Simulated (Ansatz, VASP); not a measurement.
## KZrCl3: VASP beside Ansatz

File INCAR:

```
SYSTEM = KZrCl3
ALGO = Normal
EDIFF = 1E-6
ENCUT = 520
GGA = PE
ISIF = 2
ISMEAR = 0
LASPH = .TRUE.
LCHARG = .TRUE.
LELF = .TRUE.
LREAL = .FALSE.
LVHAR = .TRUE.
LWAVE = .FALSE.
NBANDS = 29
NELM = 100
PREC = Accurate
SIGMA = 0.1
```

The input KPOINTS:

```
k-points
0
G
  8 8 8
  0 0 0
```

Contents of POSCAR:

```
KZrCl3
1.0
    5.1209908896      0.0000000000      0.0000000000
    0.0000000000      5.1209908896      0.0000000000
    0.0000000000      0.0000000000      5.1209908896
K Zr Cl
1 1 3
Direct
    0.0000000000      0.0000000000      0.0000000000
    0.5000000000      0.5000000000      0.5000000000
    0.0000000000      0.5000000000      0.5000000000
    0.5000000000      0.5000000000      0.0000000000
    0.5000000000      0.0000000000      0.5000000000
```

Input for Ansatz:

```yaml
crystal:
  lattice:
    - [5.1209908896, 0.0, 0.0]
    - [0.0, 5.1209908896, 0.0]
    - [0.0, 0.0, 5.1209908896]
  atoms:
    - { symbol: K, position: [0.0, 0.0, 0.0] }
    - { symbol: Zr, position: [0.5, 0.5, 0.5] }
    - { symbol: Cl, position: [0.0, 0.5, 0.5] }
    - { symbol: Cl, position: [0.5, 0.5, 0.0] }
    - { symbol: Cl, position: [0.5, 0.0, 0.5] }
basis:
  ecutwfc: 420
kpoints:
  mp_grid: { grid: [8, 8, 8] }
  band_path:
    path:
      - [[0.0, 0.0, 0.0], [0.0, 0.5, 0.0], [0.5, 0.5, 0.0], [0.0, 0.0, 0.0], [0.5, 0.5, 0.5], [0.0, 0.5, 0.0]]
      - [[0.5, 0.5, 0.5], [0.5, 0.5, 0.0]]
    npoints: 14
hamiltonian:
  xc: pbe
scf:
  occupations: { method: gaussian, width: 0.1 }
  n_extra_bands: 12
output:
  forces: true
  stress: true
  eigenvalues: true
  populations: true
  dos: { projected: true, de: 0.02, nscf_kmesh: { grid: [10, 10, 10] } }
  bader: true
```

The cell was built by a generator and needn't be a form met in nature.

Alike in both runs: task single point; functional PBE; k mesh 8 × 8 × 8; occupations gaussian, width 0.1 eV; no spin polarisation.

|  | VASP | Ansatz |
| --- | --- | --- |
| version | VASP 6.6.1 | Ansatz 0.2.0 |
| potentials or method | VASP PAW PBE potentials, release 64 (K_sv, Zr_sv, Cl) | scalar-relativistic, plane waves, PAW |
| plane-wave cutoff (eV) | 520 | 420 |
| valence electrons in the cell | 42 | 42 |

```tsv
	VASP	Ansatz	Ansatz less VASP
gap on the k mesh at the Fermi level (eV)	none	none	-
pressure (GPa)	0.0	0.0	-0.02
```

A gap of «none» marks a metal or a gap that the smearing closes.
